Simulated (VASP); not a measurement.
```
CsSnI3
1.0
    5.39925     0.00000     0.00000
    0.00000     5.39925     0.00000
    0.00000     0.00000     5.39925
Cs Sn I
1 1 3
Cartesian
  0.00000   0.00000   0.00000
  2.69962   2.69962   2.69962
  2.69962   0.00000   2.69962
  0.00000   2.69962   2.69962
  2.69962   2.69962   0.00000
```

Level of theory: PBE GGA, VASP's PBE PAW potentials (set 64) (plane waves; VASP). Settings: 500 eV cut-off, 6×6×6 Γ-centred mesh, first-order Methfessel-Paxton smearing of 0.10 eV, potentials Cs_sv Sn_d I.

Energy and stress use the plane-wave basis of the starting cell.

### Question
The ions, cell shape and volume at an external pressure of 30.0 GPa are relaxed. Predict the relaxed structure.

### Answer

```
CsSnI3
1.0
    5.23495     0.00000     0.00000
    0.00000     5.23495     0.00000
    0.00000     0.00000     5.23495
Cs Sn I
1 1 3
Direct
  0.00000   0.00000   0.00000
  0.50000   0.50000   0.50000
  0.50000   0.00000   0.50000
  0.00000   0.50000   0.50000
  0.50000   0.50000   0.00000
```
Space group Pm-3m (221), at a tolerance of 0.03 Å.

### Question
How do energy and volume change from the first to the last step?

### Answer
The energy (σ→0) changes by +429.0 meV/atom and the volume by -8.9 %, in 5 ionic steps.

The compound is CsSnI3 in the cubic perovskite structure, the ideal cubic form; the compound distorts at low or room temperature. This run relaxes it under an external pressure of 30 GPa. Symmetry was kept, so distortions that lower it aren't found.
